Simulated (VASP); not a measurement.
Method: r2SCAN meta-GGA, VASP's PBE PAW potentials (set 64) (plane waves; VASP).

VASP input:

### POSCAR
```
BiB
1
    3.3491292684     0.0000000000     0.0000000000
    0.0000000000     3.3491292684     0.0000000000
   -0.0000000000    -0.0000000000     3.3491292684
B Bi
1 1
Direct
  0.0000000000   0.0000000000   0.0000000000
  0.5000000000   0.5000000000   0.5000000000
```

**INCAR**
```
# general
SYSTEM =BiB
PREC   =Accurate
ENCUT  =520
LREAL  =.FALSE.
LASPH  =.TRUE.   # aspherical one-centre terms

# electronic loop
EDIFF  =1E-6   # SCF stop (eV)
NELM   =100   # most electronic steps
ALGO   =Normal   # blocked Davidson
LMAXMIX=4
LMIXTAU=.TRUE.

# smearing
ISMEAR =1   # Methfessel-Paxton
SIGMA  =0.1

# functional
METAGGA=R2SCAN

# ions
IBRION =2
NSW    =60   # most ionic steps
ISIF   =3
EDIFFG =-0.01

# output
LWAVE  =.FALSE.
LCHARG =.FALSE.
```

File KPOINTS:
```
Automatic
0
G
 10 10 10
```

POTCAR, in this order: B Bi_d (PBE.64 set). Program: vasp_std.

What VASP printed:

**OUTCAR**
```
 ion  position               nearest neighbor table
   1  0.000  0.000  0.000-   2 2.90   2 2.90   2 2.90   2 2.90   2 2.90   2 2.90   2 2.90   2 2.90
  LATTYP: Found a simple cubic cell.
 ALAT       =     3.3491292684
 Subroutine PRICEL returns:
 Original cell was already a primitive cell.
 Subroutine GETGRP returns: Found 48 space group operations
The static configuration has the point symmetry O_h .
The dynamic configuration has the point symmetry O_h .
 Subroutine INISYM returns: Found 48 space group operations
 Subroutine IBZKPT returns following result:
 Found     56 irreducible k-points:

 Following reciprocal coordinates:
            Coordinates               Weight
  0.000000  0.000000  0.000000      1.000000
  0.100000  0.000000  0.000000      6.000000
  0.200000  0.000000  0.000000      6.000000
  0.300000  0.000000  0.000000      6.000000
  0.400000  0.000000  0.000000      6.000000
  0.500000  0.000000  0.000000      3.000000
  0.100000  0.100000  0.000000     12.000000
  0.200000  0.100000  0.000000     24.000000
  0.300000  0.100000  0.000000     24.000000
  0.400000  0.100000  0.000000     24.000000
  0.500000  0.100000  0.000000     12.000000
  0.200000  0.200000  0.000000     12.000000
  0.300000  0.200000  0.000000     24.000000
  0.400000  0.200000  0.000000     24.000000
  0.500000  0.200000  0.000000     12.000000
  0.300000  0.300000  0.000000     12.000000
  0.400000  0.300000  0.000000     24.000000
  0.500000  0.300000  0.000000     12.000000
  0.400000  0.400000  0.000000     12.000000
  0.500000  0.400000  0.000000     12.000000
  0.500000  0.500000  0.000000      3.000000
  0.100000  0.100000  0.100000      8.000000
  0.200000  0.100000  0.100000     24.000000
  0.300000  0.100000  0.100000     24.000000
  0.400000  0.100000  0.100000     24.000000
  0.500000  0.100000  0.100000     12.000000
  0.200000  0.200000  0.100000     24.000000
  0.300000  0.200000  0.100000     48.000000
  0.400000  0.200000  0.100000     48.000000
  0.500000  0.200000  0.100000     24.000000
  0.300000  0.300000  0.100000     24.000000
  0.400000  0.300000  0.100000     48.000000
  0.500000  0.300000  0.100000     24.000000
  0.400000  0.400000  0.100000     24.000000
  0.500000  0.400000  0.100000     24.000000
  0.500000  0.500000  0.100000      6.000000
  0.200000  0.200000  0.200000      8.000000
  0.300000  0.200000  0.200000     24.000000
  0.400000  0.200000  0.200000     24.000000
  0.500000  0.200000  0.200000     12.000000
   k-points           NKPTS =     56   k-points in BZ     NKDIM =     56   number of bands    NBANDS=     13
   number of dos      NEDOS =    301   number of ions     NIONS =      2
   total plane-waves  NPLWV =  21952
   dimension x,y,z NGX =    28 NGY =   28 NGZ =   28
   dimension x,y,z NGXF=    56 NGYF=   56 NGZF=   56
   ions per type =               1   1
   PREC   = accura    normal or accurate (medium, high low for compatibility)
   ISTART =      0    job   : 0-new  1-cont  2-samecut
   ICHARG =      2    charge: 1-file 2-atom 10-const
   ISPIN  =      1    spin polarized calculation?
   LNONCOLLINEAR =      F non collinear calculations
   LSORBIT =      F    spin-orbit coupling
   INIWAV =      1    electr: 0-lowe 1-rand  2-diag
   ENCUT  =  520.0 eV  38.22 Ry    6.18 a.u.   6.23  6.23  6.23*2*pi/ulx,y,z
   NELM   =    100;   NELMIN=  2; NELMDL= -5     # of ELM steps
   EDIFF  = 0.1E-05   stopping-criterion for ELM
   LREAL  =      F    real-space projection
   NLSPLINE    = F    spline interpolate recip. space projectors
   LMAXMIX     =    4 max onsite mixed and CHGCAR
   VOSKOWN=      0    Vosko Wilk Nusair interpolation
...
```

OSZICAR:
```
       N       E                     dE             d eps       ncg     rms          rms(c)
DAV:   1     0.693000321392E+02    0.69300E+02   -0.10501E+04  1461   0.172E+03
DAV:   2    -0.586741622866E+02   -0.12797E+03   -0.12522E+03  1556   0.380E+02
DAV:   3    -0.663507188191E+02   -0.76766E+01   -0.75475E+01  1806   0.950E+01
DAV:   4    -0.665536674533E+02   -0.20295E+00   -0.20251E+00  1797   0.162E+01
DAV:   5    -0.665592082196E+02   -0.55408E-02   -0.55405E-02  1832   0.232E+00    0.162E+00
DAV:   6    -0.622878865260E+02    0.42713E+01   -0.16016E+00  1721   0.237E+01    0.105E+00
DAV:   7    -0.623785930534E+02   -0.90707E-01   -0.43655E-01  1486   0.784E+00    0.465E-01
DAV:   8    -0.623493924796E+02    0.29201E-01   -0.24546E-01  1481   0.465E+00    0.276E-01
DAV:   9    -0.624104168265E+02   -0.61024E-01   -0.31820E-02  1456   0.182E+00    0.168E-01
DAV:  10    -0.624081032076E+02    0.23136E-02   -0.36257E-02  1541   0.202E+00    0.127E-01
DAV:  11    -0.624133472547E+02   -0.52440E-02   -0.95084E-03  1506   0.936E-01    0.467E-02
DAV:  12    -0.624133123889E+02    0.34866E-04   -0.46141E-04  1591   0.292E-01    0.198E-02
DAV:  13    -0.624134126659E+02   -0.10028E-03   -0.22064E-04  1596   0.195E-01    0.828E-03
DAV:  14    -0.624134213303E+02   -0.86644E-05   -0.21845E-05  1636   0.450E-02    0.411E-03
DAV:  15    -0.624134218292E+02   -0.49889E-06   -0.24364E-06  1451   0.188E-02
   1 F= -.62413422E+02 E0= -.62413193E+02  d E =-.624134E+02
```

File OUTCAR:
```
------------------------ aborting loop because EDIFF is reached ----------------------------------------
  FORCE on cell =-STRESS in cart. coord.  units (eV):
  Direction    XX          YY          ZZ          XY          YZ          ZX
  --------------------------------------------------------------------------------------
  Total       -0.0054932     -0.0054932     -0.0054932      0.0000000     -0.0000000      0.0000000
  in kB       -0.2342822     -0.2342822     -0.2342822      0.0000000     -0.0000000      0.0000000
  external PRESSURE =      -0.2342822 kB  Pullay stress =       0.0000000 kB
  volume of cell :       37.57
      direct lattice vectors                 reciprocal lattice vectors
     3.349129268  0.000000000  0.000000000     0.298585071  0.000000000  0.000000000
     0.000000000  3.349129268  0.000000000     0.000000000  0.298585071  0.000000000
     0.000000000  0.000000000  3.349129268     0.000000000  0.000000000  0.298585071
 POSITION                                       TOTAL-FORCE (eV/Angst)
 -----------------------------------------------------------------------------------
      0.00000      0.00000      0.00000         0.000000      0.000000      0.000000
      1.67456      1.67456      1.67456         0.000000      0.000000      0.000000
 -----------------------------------------------------------------------------------
    total drift:                                0.000000      0.000000      0.000000
  FREE ENERGIE OF THE ION-ELECTRON SYSTEM (eV)
  ---------------------------------------------------
  free  energy   TOTEN  =       -62.4134218292 eV

  energy  without entropy=      -62.4127361296  energy(sigma->0) =      -62.41319326

 reached required accuracy - stopping structural energy minimisation
```
(Selected blocks of OUTCAR.)

The structure was generated: BiB was put into the CsCl type (Pm-3m), which need not be its known phase. It was relaxed first. The start is the result of an earlier pass. VASP warned that the highest band is occupied, so more bands are needed.
